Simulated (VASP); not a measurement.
These are vdW-DF-cx, VASP's PBE PAW potentials (set 64) (plane waves; VASP) values and carry that method's errors.

The input files of a VASP run:

**KPOINTS**
```
kpoints
0
Gamma
 9 9 5
```

File POSCAR:
```
AlN
1
    1.5600096222    -2.7020159201     0.0000000000
    1.5600096222     2.7020159201    -0.0000000000
    0.0000000000     0.0000000000     4.9945381113
Al N
2 2
Direct
  0.6666670000   0.3333330000   0.5000225821
  0.3333330000   0.6666670000   0.0000225821
  0.6666670000   0.3333330000   0.8819774179
  0.3333330000   0.6666670000   0.3819774179
```

**INCAR**
```
SYSTEM = AlN
PREC = Accurate
ENCUT = 520
EDIFF = 1E-7
NELM = 100
ALGO = Normal
LREAL = .FALSE.
LASPH = .TRUE.
ISMEAR = -5
GGA = CX
LUSE_VDW = .TRUE.
AGGAC = 0.0
LWAVE = .FALSE.
LCHARG = .TRUE.
LORBIT = 11
NEDOS = 601
ISIF = 2
LEFG = .TRUE.
```

POTCAR, in this order: Al N (PBE.64 set). Program: vasp_std.

Output of the run:

**OSZICAR**
```
       N       E                     dE             d eps       ncg     rms          rms(c)
DAV:   1     0.566642099180E+02    0.56664E+02   -0.75603E+03   864   0.119E+03
DAV:   2    -0.257087953835E+02   -0.82373E+02   -0.75877E+02  1248   0.223E+02
DAV:   3    -0.298127000456E+02   -0.41039E+01   -0.40865E+01  1132   0.541E+01
DAV:   4    -0.298476412435E+02   -0.34941E-01   -0.34933E-01   988   0.585E+00
DAV:   5    -0.298481350860E+02   -0.49384E-03   -0.49381E-03  1108   0.711E-01    0.120E+01
DAV:   6    -0.252792045202E+02    0.45689E+01   -0.16227E+01  1028   0.305E+01    0.441E+00
DAV:   7    -0.252821933675E+02   -0.29888E-02   -0.62140E-01   964   0.615E+00    0.292E+00
DAV:   8    -0.252681049279E+02    0.14088E-01   -0.82037E-02   976   0.304E+00    0.462E-01
DAV:   9    -0.252636968535E+02    0.44081E-02   -0.18403E-02  1092   0.101E+00    0.236E-01
DAV:  10    -0.252641844052E+02   -0.48755E-03   -0.20732E-03  1004   0.351E-01    0.139E-01
DAV:  11    -0.252641126835E+02    0.71722E-04   -0.19210E-04  1040   0.114E-01    0.336E-02
DAV:  12    -0.252641138495E+02   -0.11661E-05   -0.56177E-06   960   0.240E-02    0.601E-03
DAV:  13    -0.252641136015E+02    0.24806E-06   -0.53583E-06  1032   0.178E-02    0.413E-03
DAV:  14    -0.252641137697E+02   -0.16822E-06   -0.25619E-07   800   0.488E-03    0.113E-03
DAV:  15    -0.252641137909E+02   -0.21177E-07   -0.31057E-08   460   0.172E-03
   1 F= -.25264114E+02 E0= -.25264114E+02  d E =0.000000E+00
```

**OUTCAR**
```
------------------------ aborting loop because EDIFF is reached ----------------------------------------
  FORCE on cell =-STRESS in cart. coord.  units (eV):
  Direction    XX          YY          ZZ          XY          YZ          ZX
  --------------------------------------------------------------------------------------
  Total       -0.0059041     -0.0059041      0.0205635      0.0000000     -0.0000000      0.0000000
  in kB       -0.2246600     -0.2246600      0.7824681      0.0000000     -0.0000000      0.0000000
  external PRESSURE =       0.1110493 kB  Pullay stress =       0.0000000 kB
  volume of cell :       42.11
      direct lattice vectors                 reciprocal lattice vectors
     1.560009622 -2.702015920  0.000000000     0.320510844 -0.185047022  0.000000000
     1.560009622  2.702015920  0.000000000     0.320510844  0.185047022  0.000000000
     0.000000000  0.000000000  4.994538111     0.000000000  0.000000000  0.200218714
  FREE ENERGIE OF THE ION-ELECTRON SYSTEM (eV)
  ---------------------------------------------------
  free  energy   TOTEN  =       -25.2641137909 eV

  energy  without entropy=      -25.2641137909  energy(sigma->0) =      -25.26411379

 total charge

# of ion       s       p       d       tot
------------------------------------------
    1        0.365   0.436   0.000   0.801
    2        0.365   0.436   0.000   0.801
    3        1.218   2.634   0.000   3.853
    4        1.218   2.634   0.000   3.853
--------------------------------------------------
tot          3.167   6.140   0.000   9.307

 Electric field gradients after diagonalization (V/A^2)
 (convention: |V_zz| > |V_xx| > |V_yy|)
----------------------------------------------------------------------
 ion       V_xx      V_yy      V_zz     asymmetry (V_yy - V_xx)/ V_zz
----------------------------------------------------------------------
   1      -2.516    -2.515     5.031       0.000
   2      -2.516    -2.515     5.031       0.000
   3      -0.028    -0.028     0.056       0.010
   4      -0.028    -0.028     0.056       0.008
```
(Selected blocks of OUTCAR.)

**OUTCAR**
```
 val. band max:        6.0353675579   @ k =   0.0000   0.0000   0.0000

 cond. band min:      10.1951817800   @ k =   0.0000   0.0000   0.0000


 Fermi energy:         6.0805351843

 k-point     1 :       0.0000    0.0000    0.0000
  band No.  band energies     occupation
      1      -9.0682      2.00000
      2      -6.9320      2.00000
      3       0.0687      2.00000
      4       5.1690      2.00000
      5       5.1691      2.00000
      6       5.8139      2.00000
      7       5.8140      2.00000
      8       6.0354      2.00000
      9      10.1952      0.00000
     10      12.6641      0.00000
     11      16.5626      0.00000
     12      17.1028      0.00000

 k-point     2 :       0.1111   -0.0000    0.0000
  band No.  band energies     occupation
      1      -8.9125      2.00000
      2      -6.8449      2.00000
      3       0.2545      2.00000
      4       4.4700      2.00000
      5       4.9721      2.00000
      6       5.1408      2.00000
      7       5.7872      2.00000
      8       5.9649      2.00000
      9      10.8773      0.00000
     10      13.2671      0.00000
     11      15.9095      0.00000
     12      16.1821      0.00000

 k-point     3 :       0.2222   -0.0000    0.0000
  band No.  band energies     occupation
      1      -8.4705      2.00000
      2      -6.6267      2.00000
      3       0.7943      2.00000
      4       2.9785      2.00000
      5       3.8962      2.00000
      6       4.5675      2.00000
      7       5.6589      2.00000
      8       5.7045      2.00000
      9      11.9827      0.00000
     10      13.7621      0.00000
     11      14.3481      0.00000
     12      15.8135      0.00000

 k-point     4 :       0.3333   -0.0000    0.0000
  band No.  band energies     occupation
      1      -7.8335      2.00000
      2      -6.4162      2.00000
      3       1.5524      2.00000
      4       1.6254      2.00000
      5       2.7272      2.00000
      6       4.1913      2.00000
...
```

The compound is AlN in the wurtzite structure. It was relaxed first.
